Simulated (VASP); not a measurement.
OSZICAR of a VASP run on Er (hcp):

### OSZICAR
```
       N       E                     dE             d eps       ncg     rms          rms(c)
DAV:   1     0.209004277330E+03    0.20900E+03   -0.96230E+03  1977   0.181E+03
DAV:   2     0.761050096588E+02   -0.13290E+03   -0.13039E+03  2521   0.845E+02
DAV:   3     0.680881771148E+02   -0.80168E+01   -0.76229E+01  2858   0.169E+02
DAV:   4     0.673380440604E+02   -0.75013E+00   -0.70423E+00  3288   0.261E+01
DAV:   5     0.672747548352E+02   -0.63289E-01   -0.61971E-01  3142   0.563E+00    0.286E+01
DAV:   6     0.582856454322E+02   -0.89891E+01   -0.30184E+01  1664   0.523E+02    0.172E+01
DAV:   7     0.589502347625E+02    0.66459E+00   -0.25774E+00  3312   0.583E+01    0.260E+00
DAV:   8     0.585265711822E+02   -0.42366E+00   -0.61766E-01  2209   0.110E+01    0.185E+00
DAV:   9     0.591467679540E+02    0.62020E+00   -0.18443E+02  1664   0.366E+03    0.605E-01
DAV:  10     0.585255472387E+02   -0.62122E+00   -0.52091E-01  2112   0.958E+00    0.293E-01
DAV:  11     0.585149642382E+02   -0.10583E-01   -0.70719E-03  2836   0.103E+00    0.553E-02
DAV:  12     0.585159471817E+02    0.98294E-03   -0.39928E-04  2996   0.330E-01    0.759E-02
DAV:  13     0.585147474288E+02   -0.11998E-02   -0.35823E-04  2761   0.303E-01    0.400E-02
DAV:  14     0.585146158521E+02   -0.13158E-03   -0.45530E-05  2761   0.116E-01    0.241E-02
DAV:  15     0.585145914751E+02   -0.24377E-04   -0.54264E-06  2749   0.335E-02    0.109E-02
DAV:  16     0.585145892091E+02   -0.22659E-05   -0.89419E-07  1525   0.133E-02    0.171E-03
DAV:  17     0.585145882894E+02   -0.91969E-06   -0.40261E-07  1303   0.178E-02
   1 F= 0.58514588E+02 E0= 0.58513679E+02  d E =0.585146E+02
       N       E                     dE             d eps       ncg     rms          rms(c)
DAV:   1     0.583841737978E+02   -0.13042E+00   -0.27428E+00  2472   0.271E+01    0.235E+00
DAV:   2     0.584622041374E+02    0.78030E-01   -0.21185E-01  2323   0.714E+00    0.107E+00
DAV:   3     0.585020170155E+02    0.39813E-01   -0.95822E-02  2534   0.501E+00    0.359E-01
DAV:   4     0.585012577962E+02   -0.75922E-03   -0.63938E-03  2705   0.117E+00    0.280E-01
DAV:   5     0.585026437490E+02    0.13860E-02   -0.11485E-03  2756   0.632E-01    0.900E-02
DAV:   6     0.585009675913E+02   -0.16762E-02   -0.65361E-04  2558   0.232E-01    0.248E-02
DAV:   7     0.585008972617E+02   -0.70330E-04   -0.37295E-05  2756   0.847E-02    0.226E-02
DAV:   8     0.585009217593E+02    0.24498E-04   -0.13168E-05  2676   0.414E-02    0.543E-03
DAV:   9     0.585009058843E+02   -0.15875E-04   -0.16503E-06  1411   0.245E-02    0.215E-03
DAV:  10     0.585009044266E+02   -0.14577E-05   -0.43471E-07  1042   0.176E-02    0.210E-03
DAV:  11     0.585009045817E+02    0.15512E-06   -0.24139E-07  1027   0.163E-02
   2 F= 0.58500905E+02 E0= 0.58499781E+02  d E =-.136837E-01
       N       E                     dE             d eps       ncg     rms          rms(c)
DAV:   1     0.584983695226E+02   -0.25349E-02   -0.49978E-02  2477   0.344E+00    0.330E-01
DAV:   2     0.584998159133E+02    0.14464E-02   -0.40244E-03  2367   0.984E-01    0.146E-01
DAV:   3     0.585005486536E+02    0.73274E-03   -0.17008E-03  2537   0.677E-01    0.472E-02
DAV:   4     0.585005400676E+02   -0.85860E-05   -0.12677E-04  2680   0.168E-01    0.364E-02
DAV:   5     0.585005767580E+02    0.36690E-04   -0.21491E-05  2771   0.857E-02    0.124E-02
DAV:   6     0.585005420668E+02   -0.34691E-04   -0.11252E-05  2552   0.298E-02    0.314E-03
DAV:   7     0.585005408892E+02   -0.11776E-05   -0.25843E-07   982   0.108E-02    0.301E-03
DAV:   8     0.585005406602E+02   -0.22898E-06   -0.16530E-07   967   0.843E-03
   3 F= 0.58500541E+02 E0= 0.58499475E+02  d E =-.140476E-01
       N       E                     dE             d eps       ncg     rms          rms(c)
DAV:   1     0.584982076238E+02   -0.23333E-02   -0.91421E-02  2496   0.373E+00    0.221E-01
DAV:   2     0.584993650182E+02    0.11574E-02   -0.22064E-03  2819   0.704E-01    0.123E-01
DAV:   3     0.584997339758E+02    0.36896E-03   -0.71965E-04  2902   0.272E-01    0.706E-02
DAV:   4     0.584997783778E+02    0.44402E-04   -0.10393E-04  2809   0.117E-01    0.211E-02
DAV:   5     0.584997632830E+02   -0.15095E-04   -0.64816E-05  2619   0.935E-02    0.152E-02
DAV:   6     0.584997399600E+02   -0.23323E-04   -0.14768E-05  2523   0.418E-02    0.383E-03
DAV:   7     0.584997400673E+02    0.10726E-06   -0.10838E-06  1338   0.112E-02
   4 F= 0.58499740E+02 E0= 0.58498560E+02  d E =-.800593E-03
       N       E                     dE             d eps       ncg     rms          rms(c)
DAV:   1     0.584992062949E+02   -0.53367E-03   -0.24666E-02  2496   0.194E+00    0.117E-01
DAV:   2     0.584995192364E+02    0.31294E-03   -0.59332E-04  2811   0.366E-01    0.628E-02
DAV:   3     0.584996177584E+02    0.98522E-04   -0.19852E-04  2902   0.141E-01    0.345E-02
DAV:   4     0.584996302588E+02    0.12500E-04   -0.28616E-05  2788   0.619E-02    0.100E-02
DAV:   5     0.584996261349E+02   -0.41238E-05   -0.19117E-05  2574   0.500E-02    0.815E-03
DAV:   6     0.584996185478E+02   -0.75871E-05   -0.29513E-06  1876   0.200E-02    0.832E-04
DAV:   7     0.584996188120E+02    0.26425E-06   -0.16908E-07   912   0.943E-03
   5 F= 0.58499619E+02 E0= 0.58498388E+02  d E =-.921848E-03
```

Which electronic solver shows in the log?

It is blocked Davidson (ALGO = Normal, or the opening steps of other solvers). The INCAR had ALGO = Normal.

Can the final energy be trusted as converged?

The run converged. It stopped with EDIFF = 1E-6, NELM = 100, NSW = 60 and EDIFFG = -0.01 after 5 ionic steps (revTPSS meta-GGA, plane waves, VASP's PBE PAW potentials (set 64)). The 4f electrons are frozen in the core of the lanthanide potential, so 4f levels, which can set the real gap, and their magnetism are missing. Energy and stress use the plane-wave basis of the starting cell.

The compound is Er in the hcp structure. This run relaxes it. Symmetry was kept, so distortions that lower it aren't found.
